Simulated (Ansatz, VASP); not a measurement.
# TiB2 in two plane-wave programs, part 2 of 2

Wanted: the spread between two codes on one cell, functional and k mesh. The cell is taken from a series of runs on this material, whose earlier steps may have relaxed, scaled, displaced or heated it; both programs get it as it stands.

VASP 6.6.1 and Ansatz 0.2.0.

So far: Starting point; VASP: zone-centre phonons, LDA.

## 3. Ansatz: zone-centre phonons, LDA

Level of this step: Ansatz beside VASP: Kohn-Sham DFT, plane waves, LDA (Ansatz).

Ansatz runs on its PAW soft_1 files.

The same cell, functional (in two slightly different forms), mesh and smearing now go to Ansatz, which takes its cutoff from its data sets.

Contents of input.yaml:

```yaml
crystal:
  lattice:
    - [2.9579615885, 0.0, 0.0]
    - [-1.4789807942, 2.5616698791, 0.0]
    - [0.0, 0.0, 3.107148818]
  atoms:
    - { symbol: B, position: [0.3333333333, 0.6666666667, 0.5] }
    - { symbol: B, position: [0.6666666667, 0.3333333333, 0.5] }
    - { symbol: Ti, position: [0.0, 0.0, 0.0] }
kpoints:
  mp_grid: { grid: [18, 18, 16] }
hamiltonian:
  xc: lda
  pseudopotentials: { kind: paw, azcp: { folder: soft_1 }, xc_functional: pbe }
scf:
  occupations: { method: methfessel_paxton, width: 0.2 }
output:
  eigenvalues: true
phonons:
  method: dfpt
```

Run with:

```
$ ansatz run input.yaml --threads 4 --pin off --max-ram 10240MiB --backend cpu --events-out ev --progress --plain --runs-dir out
```

Numbers of over 12 decimals in the logs are rounded to 6 here.

Output:

```text
zone centre: on kpoints.mp_grid the ground state, and the responses unless they are solved on pairs of k-points, stand on 819 of the mesh's 5184 k-points, reduced under 4 symmetry operations, with k and −k counted as one. Each operation leaves every solved displacement unchanged or reverses it
Engine: ansatz 0.2.0, x86_64-unknown-linux-gnu
Pseudopotentials: kind: paw
Pseudopotential: B, paw, valence charge 3, recommended cutoff 420 eV (normal), soft_1/B.paw.azcp
Pseudopotential: Ti, paw, valence charge 12, recommended cutoff 420 eV (normal), soft_1/Ti.paw.azcp
Functional definition: SPW92
  exchange = slater_x
  correlation = pw_c
Crystal: 3 atoms, lattice volume = 23.544 Å³
Basis set: ecut = 420 eV, 455 PW (Γ), exchange–correlation on 40×40×48 points (8 copies of the dense FFT grid, shifted against one another)
Bands: 13, of which v1, the nominal top of the filled ones, is band 9 counted from 1 (8 counted from 0)
Symmetry: 24 space group operations
k-points: 819 of 5184 (irreducible under 4 space group operations, time reversal used)
Non-local potential: B, projectors of the file, l = 0: 2, l = 1: 2, l = 2: 1
Non-local potential: Ti, projectors of the file, l = 0: 3, l = 1: 2, l = 2: 3, l = 3: 1
PAW form: soft (Blöchl's): semilocal exchange-correlation on the pseudo side does not see the compensation charge
PAW frozen core: B, regenerated for the run's functional, and the local potential with it (the file was generated under x = pbe(κ = 0.804, μ = 0.219515), c = pbe(β = 0.066725))
PAW frozen core: Ti, regenerated for the run's functional, and the local potential with it (the file was generated under x = pbe(κ = 0.804, μ = 0.219515), c = pbe(β = 0.066725))
PAW one-centre angular grid: B, 110 points (default); XC on 64 Gauss nodes
PAW one-centre angular grid: Ti, 590 points (default); XC on 64 Gauss nodes
Initial density: superposition of atomic densities (chi_scale 0.1, normalization cell, long waves kept (reshape's long-wave potential 0.00 eV rms))
Initial wavefunctions: pseudopotential atomic-orbital guess
Functional: x = slater, c = lda
SCF iter   1: F=—  HF=-2754.589105 eV  |F-HF|=—  |Δ(HF+E_count)|=         —  Δρ=1.17e-1  dr2=4.98e0  ethr=3.10e-3  ⟨swp⟩=4.4  Hψ=50332  notcnv=0
preconditioner: auto → none  [metal: Δε(μ)=0.022 eV  Ē_g=9.972 eV  σ=0.200 eV  W_gap=0.09  n_scr=8 (ndim 8)  ℏωp=24.2 eV  f_vac=0.000  D(μ)=0.38/eV (n_scr^D=0)  sad-step TF]
SCF iter   2: F=—  HF=-2753.900220 eV  |F-HF|=—  |Δ(HF+E_count)|=   6.89e-1  S|Δr|=    0.00e0  Δρ=7.84e-2  dr2=2.40e0  ethr=3.10e-3  ⟨swp⟩=2.0  Hψ=20353  notcnv=0
SCF iter   3: F=—  HF=-2753.279857 eV  |F-HF|=—  |Δ(HF+E_count)|=   6.20e-1  S|Δr|=    0.00e0  Δρ=9.05e-3  dr2=2.17e-2  ethr=3.10e-3  ⟨swp⟩=3.1  Hψ=21072  notcnv=0
SCF iter   4: F=—  HF=-2753.278080 eV  |F-HF|=—  |Δ(HF+E_count)|=   1.78e-3  S|Δr|=    0.00e0  Δρ=1.14e-3  dr2=2.87e-4  ethr=1.21e-4  ⟨swp⟩=1.6  Hψ=18317  notcnv=0
SCF iter   5: F=—  HF=-2753.278103 eV  |F-HF|=—  |Δ(HF+E_count)|=   2.25e-5  S|Δr|=    0.00e0  Δρ=3.80e-4  dr2=5.41e-5  ethr=1.59e-6  ⟨swp⟩=2.0  Hψ=14836  notcnv=0
SCF iter   6: F=—  HF=-2753.278091 eV  |F-HF|=—  |Δ(HF+E_count)|=   1.18e-5  S|Δr|=    0.00e0  Δρ=7.61e-5  dr2=1.41e-6  ethr=3.01e-7  ⟨swp⟩=2.5  Hψ=15499  notcnv=0
SCF iter   7: F=—  HF=-2753.278091 eV  |F-HF|=—  |Δ(HF+E_count)|=   2.91e-7  S|Δr|=    0.00e0  Δρ=7.20e-6  dr2=1.61e-8  ethr=7.84e-9  ⟨swp⟩=2.6  Hψ=15115  notcnv=0
SCF iter   8: F=—  HF=-2753.278091 eV  |F-HF|=—  |Δ(HF+E_count)|=   3.77e-9  S|Δr|=    0.00e0  Δρ=7.45e-7  dr2=1.58e-10  ethr=8.94e-11  ⟨swp⟩=2.6  Hψ=14962  notcnv=0
SCF iter   9: F=-2753.278091 eV  HF=-2753.278091 eV  |F-HF|=2.73e-12  |Δ(HF+E_count)|=  2.50e-11  S|Δr|=    0.00e0  Δρ=1.10e-7  dr2=3.22e-12  ethr=1.00e-12  ⟨swp⟩=5.2  Hψ=40144  notcnv=0
the search or the solves at the SCF's close seem to have found levels that the self-consistency loop had missed (the run counts 2). By its estimate they hold under 1e-12 electrons; where the run keeps them, the occupations were computed again with them
SCF 1 converged in 9 iterations: F = -2753.278091 eV  dr2 = 3.22e-12
  greatest PAW one-centre occupation: 0.998 electrons in one spin orbital (limit 2), on the Ti atom at site 2 (counted from 0), in its partial waves of l = 0
DFPT response loops at Γ: preconditioner auto → Kerker (q_TF=auto, 2.609 Å⁻¹) (partly filled bands, converged f_vac=0.000); β = 1.00, the filter's whole step (`scf.mixing.beta` (0.50) is not read by the response loops under this deck's `scf.mixing.preconditioner`; to damp them name `kerker` or `kerker_dos`, under which they read `scf.mixing.beta`, and type it under 1.00, their step now; both keys bind the ground state too); Broyden in place of MSR1
SCF converged after 9 iterations
Stability not checked: this state was not tested for a lower state beside it, because cold or Methfessel-Paxton smearing, or corrected tetrahedra, fill the levels in a way that the test cannot read (fill_not_monotonic; see scf.lower_state_search)
Free energy (F): -2753.278091 eV
Harris-Foulkes:  -2753.278091 eV  (|F-HF|=2.73e-12)
Internal energy: -2753.278433 eV  (E = F + TS)
E sigma→0 (E₀):  -2753.278177 eV
Entropy (-TS):   0.000342 eV (0.114 meV/atom)
Fermi energy:    16.252915 eV
--- Per-component energies (eV) ---
  E_band       = -71.620175
  E_kinetic    = 390.745218
  E_local      = -796.556545  (includes V_loc(G=0)·N_el)
  E_nonlocal   = 81.932390
  E_hartree    = 331.288797
  E_xc         = -185.534650
  E_vxc        = -228.747474  (∫ρ·V_xc dr)
  E_paw        = -1138.845445  (= ΣΔE_a)
  E_vpaw       = -181.571356  (= ΣTr[D̂ρ^β])
  E_aug_tail   = -0.000059  (compensation charges beyond the density's cutoff)
  E_ewald      = -1436.725757
  E_core_change = 0.417619  (= ΣΔE_core)
  E_smearing   = 0.000342  (= −TS)
  E_closure    = 0.000000  (closes the sum)
  Σ components = -2753.278091   (vs F -2753.278091, Δ=0.00e0)
--- Band table (eV; the first three rows and the last of 819) ---
  k-point 0: bands = [... 5 lower, 13.3342, 13.3342, 13.9251, 14.1112, 18.3726, 18.3726, 20.3733, 20.3733]
  k-point 1: bands = [... 5 lower, 13.2039, 13.3799, 13.3799, 14.7826, 18.2011, 18.2011, 20.2673, 20.2673]
  k-point 2: bands = [... 5 lower, 12.3576, 13.5164, 13.5164, 15.4897, 17.7915, 17.7915, 19.9634, 19.9634]
  k-point 818: bands = [... 5 lower, 8.8780, 10.7876, 12.0838, 13.2953, 19.0376, 19.7709, 20.5834, 21.4535]
--- Phonons (Γ-DFPT): 4 representative perturbations + reference, on 819 of 5184 k-points (Σ response iterations 12) ---
  k mesh reduced under 4 symmetry operations, with k and −k counted as one. Each operation leaves every solved displacement unchanged or reverses it
  ASR residual: 4.362e-5 → 0.000e0 eV/Å²; symmetrization residual: 4.105e-7 eV/Å²
  ASR residual per site (eV/Å²): 2.74e-6 2.74e-6 4.36e-5
  Γ frequencies (cm⁻¹): 0.00 0.00 0.00 566.03 566.03 582.08 592.01 963.06 963.06
  non-analytic LO–TO correction: not included (Born effective charges unavailable; polar crystals: no LO–TO splitting at Γ)
```

The column dr2 measures how far the density is from self-consistency, as an energy; F and HF (Harris–Foulkes) agree once it is small.

## 4. Comparison

Known differences besides the potentials themselves: the cutoff is 420 eV in Ansatz and 500 eV in VASP; VASP's log shows a relativistic correction to its local exchange, Ansatz's none. Total energies have different zeros and are not compared.

Compared:

```
                  quantity  Ansatz   VASP  difference
optical mode 1 to 2 (cm⁻¹)   566.0  566.2     -0.02 %
     optical mode 3 (cm⁻¹)   582.1  583.5     -0.24 %
     optical mode 4 (cm⁻¹)   592.0  593.1     -0.19 %
optical mode 5 to 6 (cm⁻¹)   963.1  964.2     -0.12 %
```

Modes are paired by rising frequency, not by their patterns, so a pair may set unlike modes beside each other; they are those without the splitting of longitudinal modes.

## 5. Outcome

```
r.m.s. difference of the optical zone-centre modes, each program's sorted by frequency (zone-centre phonons, LDA) : 0.98 cm⁻¹
```

In words: The r.m.s. difference of the optical zone-centre modes, each program's sorted by frequency is 0.98 cm⁻¹ (zone-centre phonons, LDA). How closely two codes agree says nothing of how well the functional describes the real material.

[Lines on the potential files, build, host, timing and source positions are cut from VASP's logs without a mark.]

[Logs are printed without paths, hosts, clocks, repeated set-up lines and the standing remarks that a program may print on its own settings, such as how far it seeks lower states.]

[Hosts, paths, dates, database ids (printed as entryN), source tags and the programs' standing remarks are cut or masked in the printed files.]
